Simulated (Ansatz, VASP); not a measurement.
# Two plane-wave programs on SnPbO2

```
Sn Pb O
1.0
     5.60275    0.00000    0.00000
     0.00000    5.59042    0.00000
     0.00000    0.00000    5.16887
Sn Pb O
2 2 4
Direct
  0.75000 0.00000 0.78830
  0.25000 0.00000 0.21170
  0.75000 0.50000 0.24161
  0.25000 0.50000 0.75839
  0.50000 0.24125 0.00000
  0.00000 0.24125 0.00000
  0.00000 0.75875 0.00000
  0.50000 0.75875 0.00000
```

Alike in both runs: functional PBE; k mesh 2 × 2 × 3; occupations gaussian, width 0.15 eV; no spin polarisation.

Ansatz relaxed the structure, and its values are those at the end. VASP's run is a single point on that final structure, the one shown.

|  | VASP | Ansatz |
| --- | --- | --- |
| version | VASP 6.6.1 | Ansatz 0.2.0 |
| potentials or method | VASP PAW PBE potentials, release 64 (Sn_d, Pb_d, O) | scalar-relativistic, plane waves, PAW |
| plane-wave cutoff (eV) | 520 | 420 |
| valence electrons in the cell | 80 | 80 |

```tsv
	VASP	Ansatz	Ansatz less VASP
gap on the k mesh at the Fermi level (eV)	0.75	0.75	+0.001
least direct gap on the mesh (eV)	0.75	0.75	+0.001
pressure (GPa)	0.6	0.4	-0.12
rms of the force components (eV/Å)	0.015	0.011	-0.0039
```

With one functional, cell and mesh, what is left measures potentials, basis and numerics.

Caveats: the k mesh is coarse (spacing up to 0.56 Å⁻¹), so the values aren't converged; spin-orbit coupling is left out, which as a rule narrows the gap of such compounds by several tenths of an eV.
